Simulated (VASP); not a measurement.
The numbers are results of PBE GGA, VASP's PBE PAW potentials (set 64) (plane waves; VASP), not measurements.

VASP input:

File KPOINTS:
```
Automatic mesh
0
Gamma
8 8 8
0 0 0
```

INCAR:
```
ALGO  =  Normal   ! blocked Davidson
SYSTEM  =  ZnS
ENCUT  =  480   ! plane-wave cut-off (eV)
LREAL  =  .FALSE.   ! projection in real space or not
IBRION  =  2   ! conjugate gradients
PREC  =  Accurate
EDIFFG  =  -0.01   ! ionic stop
ISIF  =  3   ! ions, shape and volume
ISMEAR  =  0
SIGMA  =  0.05   ! width (eV)
LWAVE  =  .FALSE.
NSW  =  60   ! most ionic steps
EDIFF  =  1E-6
LMAXMIX  =  4
LCHARG  =  .FALSE.
GGA  =  PE
LASPH  =  .TRUE.   ! aspherical one-centre terms
NELM  =  100
```

File POSCAR:
```
ZnS
1
    0.0000000000     2.7231554299     2.7231554299
    2.7231554299     0.0000000000     2.7231554299
    2.7231554299     2.7231554299     0.0000000000
Zn S
1 1
Direct
  0.0000000000   0.0000000000   0.0000000000
  0.7500000000   0.7500000000   0.7500000000
```

POTCAR, in this order: Zn S (PBE.64 set). Program: vasp_std.

Question: What will the output report for the number of irreducible k-points (NKPTS), largest plane-wave count, number of space-group operations, FFT grid (NGX, NGY, NGZ)?

Answer: 
```yaml
number of irreducible k-points (NKPTS): 29
largest_plane_wave_count: 982
number_of_space_group_operations: 24
FFT grid (NGX, NGY, NGZ): 28 × 28 × 28
```

The compound is ZnS in the zinc blende structure. It was relaxed first. The start is the result of an earlier pass.
